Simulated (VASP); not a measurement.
Here is the system:

```
InPd
1.0
    3.28152     0.00000     0.00000
    0.00000     3.28152     0.00000
    0.00000     0.00000     3.28152
In Pd
1 1
Cartesian
  1.64076   1.64076   1.64076
  0.00000   0.00000   0.00000
```

All values below come from PBE GGA, VASP's PBE PAW potentials (set 64) (plane waves; VASP). Numerical set-up: 300 eV cut-off, 13×13×13 Γ-centred mesh, Fermi-Dirac smearing of 0.14 eV, potentials In_d Pd.

Give the energies of bands 6 to 14 at the high-symmetry points, in eV from the Fermi level.

```csv
band,Γ,X,M,R
6,-10.04,-6.58,-6.15,-4.86
7,-3.83,-6.00,-3.51,-4.86
8,-3.83,-3.81,-2.71,-4.86
9,-2.31,-3.27,-2.71,-1.70
10,-2.31,-3.27,-2.34,-1.70
11,-2.31,-2.38,-2.34,-0.16
12,4.16,-1.16,-1.74,3.73
13,4.16,9.44,1.36,3.73
14,4.16,9.44,2.39,3.73
```

It has no gap at this level: it comes out as a metal or semimetal.

The structure is a typed PdIn crystal. The cell was not relaxed at this level. The electron count is odd and the run is not spin-polarised, which forces a metal.
